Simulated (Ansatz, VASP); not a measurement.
# One calculation of MgWSe3, two programs

```
Mg W Se
1.0
     4.80668    0.00000    0.00000
     0.00000    4.80668    0.00000
     0.00000    0.00000    4.80668
Mg W Se
1 1 3
Direct
  0.00000 0.00000 0.00000
  0.50000 0.50000 0.50000
  0.50000 0.00000 0.00000
  0.00000 0.50000 0.00000
  0.00000 0.00000 0.50000
```

Alike in both runs: functional PBE; k mesh 4 × 4 × 4; occupations gaussian, width 0.1 eV; no spin polarisation.

Ansatz relaxed the structure, and its values are those at the end. VASP's run is a single point on that final structure, the one shown.

|  | VASP | Ansatz |
| --- | --- | --- |
| version | VASP 6.6.1 | Ansatz 0.2.0 |
| potentials or method | VASP PAW PBE potentials, release 64 (Mg, W_sv, Se) | scalar-relativistic, plane waves, PAW |
| plane-wave cutoff (eV) | 520 | 420 |
| valence electrons in the cell | 34 | 72 |

|  | VASP | Ansatz | Ansatz less VASP |
| --- | --- | --- | --- |
| gap on the k mesh at the Fermi level (eV) | none | none | - |
| pressure (GPa) | 0.2 | 0.2 | -0.07 |

A gap of «none» marks a metal or a gap that the smearing closes. The two sets of potentials don't hold the same shells in valence.

Spin-orbit coupling is left out, which matters for the levels of W.
